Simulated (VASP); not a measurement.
# YNb (Pm-3m) in VASP: equation of state

Aim: energy against volume of YNb in PBE, for its equilibrium volume and stiffness.

Program: VASP 6.6.1. These are calculated values, not measurements. Logs are shortened: lines on timing, memory, paths and dates and some standing lists are left out, and cuts for length are marked.

## Step 1: The crystal as given

It takes space group Pm-3m (No. 221, cubic). The conventional cell has a = 3.611 Å, b = 3.611 Å, c = 3.611 Å, α = 90.00°, β = 90.00°, γ = 90.00°. Y (site symmetry m-3m) has 8 Nb at 3.13 Å as nearest neighbours. Around Nb (site symmetry m-3m) lie 8 Y at 3.13 Å.

The cell was built by a generator and needn't be a form met in nature.

## Step 2: Equation of state, PBE, 22.14 Å³/atom (volume scaled by 0.94)

INCAR reads:

```
PREC = Accurate ; ENCUT = 520
EDIFF = 1E-7 ; ISMEAR = -1
SIGMA = 0.05 ; LREAL = F
LASPH = T ; NELM = 100
ALGO = Normal ; ISIF = 2
LWAVE = F ; LCHARG = F
GGA = PE ; NBANDS = 19
```

KPOINTS reads:

```
Automatic mesh
0
Gamma
  7 7 7
```

POSCAR reads:

```
YNb
1.0
    3.5376870689      0.0000000000      0.0000000000
    0.0000000000      3.5376870689      0.0000000000
    0.0000000000      0.0000000000      3.5376870689
Y Nb
1 1
Direct
    0.0000000000      0.0000000000      0.0000000000
    0.5000000000      0.5000000000      0.5000000000
```

Potentials or basis: VASP PAW PBE potentials, release 64 (Y_sv, Nb_sv).

On the command line:

```
$ cat potpaw_PBE.64/Y_sv/POTCAR potpaw_PBE.64/Nb_sv/POTCAR > POTCAR
$ mpirun -np 1 vasp_std > vasp.out
```

OUTCAR:

```text
PREC = Accurate
   ENCUT = 520
   EDIFF = 1E-7
   ISMEAR = -1
   LREAL = F
   LASPH = T
   NELM = 100
   ISIF = 2
   GGA = PE

 Found     20 irreducible k-points:

 Following reciprocal coordinates:
            Coordinates               Weight
  0.000000  0.000000  0.000000      1.000000
  0.142857  0.000000  0.000000      6.000000
  0.285714  0.000000  0.000000      6.000000
  0.428571  0.000000  0.000000      6.000000
  0.142857  0.142857  0.000000     12.000000
  0.285714  0.142857  0.000000     24.000000
   k-points           NKPTS =     20   k-points in BZ     NKDIM =     20   number of bands    NBANDS=     19
   number of dos      NEDOS =    301   number of ions     NIONS =      2
   total plane-waves  NPLWV =  21952
   dimension x,y,z NGX =    28 NGY =   28 NGZ =   28
   dimension x,y,z NGXF=    56 NGYF=   56 NGZF=   56
   ions per type =               1   1
   NGX,Y,Z   is equivalent  to a cutoff of  13.16, 13.16, 13.16 a.u.
   NGXF,Y,Z  is equivalent  to a cutoff of  26.32, 26.32, 26.32 a.u.
 SYSTEM =  unknown system
   PREC   = accura    normal or accurate (medium, high low for compatibility)
   ISTART =      0    job   : 0-new  1-cont  2-samecut
   ICHARG =      2    charge: 1-file 2-atom 10-const
   ISPIN  =      1    spin polarized calculation?
   LNONCOLLINEAR =      F non collinear calculations
   LSORBIT =      F    spin-orbit coupling
   LASPH  =      T    aspherical Exc in radial PAW
   ENCUT  =  520.0 eV  38.22 Ry    6.18 a.u.   6.58  6.58  6.58*2*pi/ulx,y,z
   NELM   =    100;   NELMIN=  2; NELMDL= -5     # of ELM steps
   EDIFF  = 0.1E-06   stopping-criterion for ELM
   LREAL  =      F    real-space projection
   EDIFFG = 0.1E-05   stopping-criterion for IOM
   NSW    =      0    number of steps for IOM
   IBRION =     -1    ionic relax: 0-MD 1-quasi-New 2-CG
   NFREE  =      0    steps in history (QN), initial steepest desc. (CG)
   ISIF   =      2    stress and relaxation
   ISYM   =      2    0-nonsym 1-usesym 2-fastsym
   POTIM  = 0.5000    time-step for ionic-motion
   TEBEG  =    0.0;   TEEND  =   0.0 temperature during run
   PSTRESS=    0.0 pullay stress
   NELECT =      24.0000    total number of electrons
   NUPDOWN=      -1.0000    fix difference up-down
   EMIN   =  10.00;   EMAX   =-10.00  energy-range for DOS
   EFERMI =   0.00;   METHOD = LEGACY
   ISMEAR =    -1;   SIGMA  =   0.05  broadening in eV -4-tet -1-fermi 0-gaus
   EFERMI_NEDOS =   21; number of points for ismear=-14 and -15
   IALGO  =     38    algorithm
   IMIX   =      4    mixing-type and parameters
     AMIX     =   0.40;   BMIX     =  1.00
     AMIX_MAG =   1.60;   BMIX_MAG =  1.00
  volume/ion in A,a.u.               =      22.14       149.39
  Fermi-wavevector in a.u.,A,eV,Ry     =   1.334830  2.522462 24.242454  1.781770
  Thomas-Fermi vector in A             =   2.463581
   LORBIT       =      0    0 simple, 1 ext, 2 COOP (PROOUT), +10 PAW based schemes
   GGA     = PE    functional components
   LHFCALC =     F    Hartree Fock is set to
   AEXX    =    0.0000 exact exchange contribution
   IVDW    =     0    specifies the selected vdW correction
   LEPSILON=     F    determine dielectric tensor
   LRPA    =     F    only Hartree local field effects (RPA)
 non-spin polarized calculation
  energy-cutoff  :      520.00
  volume of cell :       44.27
 maximum number of plane-waves:      1213
 NGX is ok and might be reduce to    28
   NGX = 13   NGY = 13   NGZ = 13

 number of electron      24.0000000 magnetization

 Free energy of the ion-electron system (eV)
  ---------------------------------------------------
  ext. energy  EPLUGINS =         0.00000000
  ---------------------------------------------------
  free energy    TOTEN  =       -15.45509211 eV

  energy without entropy =      -15.42318343  energy(sigma->0) =      -15.43913777

 E-fermi :   6.8744     XC(G=0): -11.2478

 val. band max:        6.8608453359   @ k =   0.4286   0.2857   0.0000
 cond. band min:       6.8829005437   @ k =   0.2857   0.2857   0.1429
 fundamental gap:      0.0220552078
 Fermi energy:         6.8743618395

 k-point     1 :       0.0000    0.0000    0.0000
  band No.  band energies     occupation
      1     -47.6453      2.00000
      2     -34.4960      2.00000
      3     -23.6845      2.00000
      4     -23.6845      2.00000
      5     -23.6845      2.00000
      6     -14.4162      2.00000
[... 11 lines left out ...]
     18      13.6380      0.00000
     19      13.6380      0.00000

 k-point     2 :       0.1429    0.0000    0.0000
  band No.  band energies     occupation
      1     -47.6437      2.00000
      2     -34.4919      2.00000
      3     -23.7049      2.00000
      4     -23.6810      2.00000
      5     -23.6810      2.00000
      6     -14.5016      2.00000
[... 11 lines left out ...]
     18      12.1115      0.00000
     19      13.3171      0.00000

 k-point     3 :       0.2857    0.0000    0.0000
  band No.  band energies     occupation
      1     -47.6401      2.00000
      2     -34.4827      2.00000
      3     -23.7504      2.00000
      4     -23.6730      2.00000
      5     -23.6730      2.00000
      6     -14.6879      2.00000
[... 11 lines left out ...]
     18      11.0778      0.00000
     19      12.5851      0.00000

 k-point     4 :       0.4286    0.0000    0.0000
  band No.  band energies     occupation
      1     -47.6372      2.00000
      2     -34.4754      2.00000
      3     -23.7864      2.00000
      4     -23.6665      2.00000
      5     -23.6665      2.00000
      6     -14.8321      2.00000
[... 11 lines left out ...]
     18      10.4455      0.00000
     19      11.9503      0.00000

 k-point     5 :       0.1429    0.1429    0.0000
  band No.  band energies     occupation
      1     -47.6421      2.00000
      2     -34.4874      2.00000
      3     -23.7080      2.00000
      4     -23.6973      2.00000
      5     -23.6776      2.00000
      6     -14.5149      2.00000
[... 11 lines left out ...]
     18      11.2517      0.00000
     19      13.6471      0.00000

 k-point     6 :       0.2857    0.1429    0.0000
  band No.  band energies     occupation
      1     -47.6386      2.00000
      2     -34.4775      2.00000
      3     -23.7518      2.00000
      4     -23.6968      2.00000
      5     -23.6701      2.00000
      6     -14.6760      2.00000
[... 11 lines left out ...]
     18      11.1431      0.00000
     19      13.2184      0.00000

 [... further k-points ...]

------------------------ aborting loop because EDIFF is reached ----------------------------------------

  FORCE on cell =-STRESS in cart. coord.  units (eV):
  Direction    XX          YY          ZZ          XY          YZ          ZX
  --------------------------------------------------------------------------------------
  -------------------------------------------------------------------------------------
  Total        1.3916368      1.3916368      1.3916368      0.0000000     -0.0000000      0.0000000
  in kB       50.3591330     50.3591330     50.3591330      0.0000000     -0.0000000      0.0000000
  external PRESSURE =      50.3591330 kB  Pullay stress =       0.0000000 kB

 VOLUME and BASIS-vectors are now :
 -----------------------------------------------------------------------------
  energy-cutoff  :      520.00
  volume of cell :       44.27
      direct lattice vectors                 reciprocal lattice vectors
     3.537687069  0.000000000  0.000000000     0.282670564  0.000000000  0.000000000
     0.000000000  3.537687069  0.000000000     0.000000000  0.282670564  0.000000000
     0.000000000  0.000000000  3.537687069     0.000000000  0.000000000  0.282670564

 POSITION                                       TOTAL-FORCE (eV/Angst)
 -----------------------------------------------------------------------------------
      0.00000      0.00000      0.00000         0.000000      0.000000      0.000000
      1.76884      1.76884      1.76884         0.000000      0.000000      0.000000
 -----------------------------------------------------------------------------------
    total drift:                                0.000000      0.000000      0.000000

  FREE ENERGIE OF THE ION-ELECTRON SYSTEM (eV)
  ---------------------------------------------------
  free  energy   TOTEN  =       -15.4550921105 eV

  energy  without entropy=      -15.4231834283  energy(sigma->0) =      -15.43913777
```

Run time: 29 s. Hardware: 1 thread of AMD EPYC 7R43 (Zen 3), shared host; peak memory 0.14 GiB.

Results:

```
Free energy            : -15.4551 eV
Pressure               : 5.0 GPa
Band gap on the k mesh : none (metal or under the smearing width)
```

## Step 3: Equation of state, PBE, 22.61 Å³/atom (volume scaled by 0.96)

INCAR reads:

```
SYSTEM = YNb
ALGO     = Normal         ! electronic algorithm
EDIFF    = 1E-7           ! SCF threshold, eV
ENCUT    = 520            ! plane-wave cutoff, eV
GGA      = PE             ! functional
ISIF     = 2              ! what is computed and relaxed
ISMEAR   = -1             ! smearing method
LASPH    = .True.         ! aspherical terms in the spheres
LCHARG   = .False.        ! write CHGCAR
LREAL    = .False.        ! projectors in reciprocal space
LWAVE    = .False.        ! write WAVECAR
NBANDS   = 19             ! bands
NELM     = 60             ! most SCF steps
PREC     = Accurate       ! precision mode
SIGMA    = 0.05           ! smearing width, eV
```

KPOINTS reads:

```
k-points
0
Gamma
  7 7 7
  0 0 0
```

POSCAR reads:

```
YNb
1.0
    3.5626011789      0.0000000000      0.0000000000
    0.0000000000      3.5626011789      0.0000000000
    0.0000000000      0.0000000000      3.5626011789
Y Nb
1 1
Direct
    0.0000000000      0.0000000000      0.0000000000
    0.5000000000      0.5000000000      0.5000000000
```

Potentials or basis: VASP PAW PBE potentials, release 64 (Y_sv, Nb_sv).

On the command line:

```
$ cat potpaw_PBE.64/Y_sv/POTCAR potpaw_PBE.64/Nb_sv/POTCAR > POTCAR
$ mpirun -np 1 vasp_std > vasp.out
```

Wall time 28 s (1 thread of AMD EPYC 7R43 (Zen 3), shared host); peak memory 0.14 GiB.

Results (log left out):

| Property | Result |
| --- | --- |
| Free energy | -15.4795 eV |
| Pressure | 3.2 GPa |
| Band gap on the k mesh | none (metal or under the smearing width) |

## Step 4: Equation of state, PBE, 23.08 Å³/atom (volume scaled by 0.98)

INCAR reads:

```
SYSTEM = YNb
PREC     = Accurate       ! precision mode
ENCUT    = 520            ! plane-wave cutoff, eV
EDIFF    = 1E-7           ! SCF threshold, eV
ISMEAR   = -1             ! smearing method
SIGMA    = 0.05           ! smearing width, eV
LREAL    = .FALSE.        ! projectors in reciprocal space
LASPH    = .TRUE.         ! aspherical terms in the spheres
NELM     = 60             ! most SCF steps
ALGO     = Normal         ! electronic algorithm
ISIF     = 2              ! what is computed and relaxed
LWAVE    = .FALSE.        ! write WAVECAR
LCHARG   = .FALSE.        ! write CHGCAR
GGA      = PE             ! functional
NBANDS   = 19             ! bands
```

KPOINTS reads:

```
Automatic mesh
0
G
  7 7 7
  0 0 0
```

POSCAR reads:

```
YNb
1.0
    3.5871716187      0.0000000000      0.0000000000
    0.0000000000      3.5871716187      0.0000000000
    0.0000000000      0.0000000000      3.5871716187
Y Nb
1 1
Direct
    0.0000000000      0.0000000000      0.0000000000
    0.5000000000      0.5000000000      0.5000000000
```

On the command line:

```
$ cat potpaw_PBE.64/Y_sv/POTCAR potpaw_PBE.64/Nb_sv/POTCAR > POTCAR
$ mpirun -np 1 vasp_std > vasp.out
```

Run time: 42 s. Hardware: 1 thread of AMD EPYC 7R43 (Zen 3), shared host; peak memory 0.14 GiB.

The run converged. Its results:

| Property | Result |
| --- | --- |
| Free energy | -15.4934 eV |
| Pressure | 1.5 GPa |
| Band gap on the k mesh | none (metal or under the smearing width) |

## Step 5: Equation of state, PBE, 24.02 Å³/atom (volume scaled by 1.02)

Changes to INCAR since step 4:

```diff
@@ -8,3 +8,3 @@
 LASPH    = .TRUE.         ! aspherical terms in the spheres
-NELM     = 60             ! most SCF steps
+NELM     = 100            ! most SCF steps
 ALGO     = Normal         ! electronic algorithm
```

KPOINTS is that of step 4.

POSCAR reads:

```
YNb
1.0
    3.6353273195      0.0000000000      0.0000000000
    0.0000000000      3.6353273195      0.0000000000
    0.0000000000      0.0000000000      3.6353273195
Y Nb
1 1
Direct
    0.0000000000      0.0000000000      0.0000000000
    0.5000000000      0.5000000000      0.5000000000
```

On the command line:

```
$ cat potpaw_PBE.64/Y_sv/POTCAR potpaw_PBE.64/Nb_sv/POTCAR > POTCAR
$ mpirun -np 1 vasp_std > vasp.out
```

It took 46 s on 1 thread of AMD EPYC 7R43 (Zen 3), shared host; peak memory 0.14 GiB.

The run converged. Its results:

- Free energy: -15.4929 eV
- Pressure: -1.6 GPa
- Band gap on the k mesh: none (metal or under the smearing width)

## Step 6: Equation of state, PBE, 24.49 Å³/atom (volume scaled by 1.04)

INCAR reads:

```
PREC = Accurate
ENCUT = 520
EDIFF = 1E-7
ISMEAR = -1
SIGMA = 0.05
LREAL = F
LASPH = T
NELM = 60
ALGO = Normal
ISIF = 2
LWAVE = F
LCHARG = F
GGA = PE
NBANDS = 19
```

KPOINTS reads:

```
regular mesh
0
Gamma
  7 7 7
```

POSCAR reads:

```
YNb
1.0
    3.6589340026      0.0000000000      0.0000000000
    0.0000000000      3.6589340026      0.0000000000
    0.0000000000      0.0000000000      3.6589340026
Y Nb
1 1
Direct
    0.0000000000      0.0000000000      0.0000000000
    0.5000000000      0.5000000000      0.5000000000
```

Potentials or basis: VASP PAW PBE potentials, release 64 (Y_sv, Nb_sv).

On the command line:

```
$ cat potpaw_PBE.64/Y_sv/POTCAR potpaw_PBE.64/Nb_sv/POTCAR > POTCAR
$ mpirun -np 1 vasp_std > vasp.out
```

It took 47 s on 1 thread of AMD EPYC 7R43 (Zen 3), shared host; peak memory 0.15 GiB.

It converged, with:

```yaml
Free_energy: -15.4801 eV
Pressure: -2.9 GPa
Band_gap_on_the_k_mesh: none (metal or under the smearing width)
```

## Step 7: Equation of state, PBE, 24.96 Å³/atom (volume scaled by 1.06)

INCAR reads:

```
SYSTEM = YNb
PREC = Accurate
ENCUT = 520
EDIFF = 1E-7
ISMEAR = -1
SIGMA = 0.05
LREAL = .FALSE.
LASPH = .TRUE.
NELM = 100
ALGO = Normal
ISIF = 2
LWAVE = .FALSE.
LCHARG = .FALSE.
GGA = PE
NBANDS = 19
```

KPOINTS reads:

```
regular mesh
0
G
  7 7 7
  0 0 0
```

POSCAR reads:

```
YNb
1.0
    3.6822399430      0.0000000000      0.0000000000
    0.0000000000      3.6822399430      0.0000000000
    0.0000000000      0.0000000000      3.6822399430
Y Nb
1 1
Direct
    0.0000000000      0.0000000000      0.0000000000
    0.5000000000      0.5000000000      0.5000000000
```

On the command line:

```
$ cat potpaw_PBE.64/Y_sv/POTCAR potpaw_PBE.64/Nb_sv/POTCAR > POTCAR
$ mpirun -np 1 vasp_std > vasp.out
```

Run time: 33 s. Hardware: 1 thread of AMD EPYC 7R43 (Zen 3), shared host; peak memory 0.14 GiB.

The run converged. Its results:

```
Free energy            : -15.4597 eV
Pressure               : -4.1 GPa
Band gap on the k mesh : none (metal or under the smearing width)
```

## Step 8: Equation of state, PBE

Potentials or basis: VASP PAW PBE potentials, release 64 (Y_sv, Nb_sv).

This step only gathers the single runs of the series.

What came out:

```
Equilibrium volume                      : 23.53 Å³/atom
Bulk modulus                            : 76 GPa
Pressure derivative of the bulk modulus : 3.2
```

Energy against volume, from the lowest point:
```tsv
volume (Å³/atom)	energy (meV/atom)
22.137	21.23
22.608	9.02
23.080	2.10
23.551	0.00
24.022	2.33
24.493	8.74
24.964	18.92
```
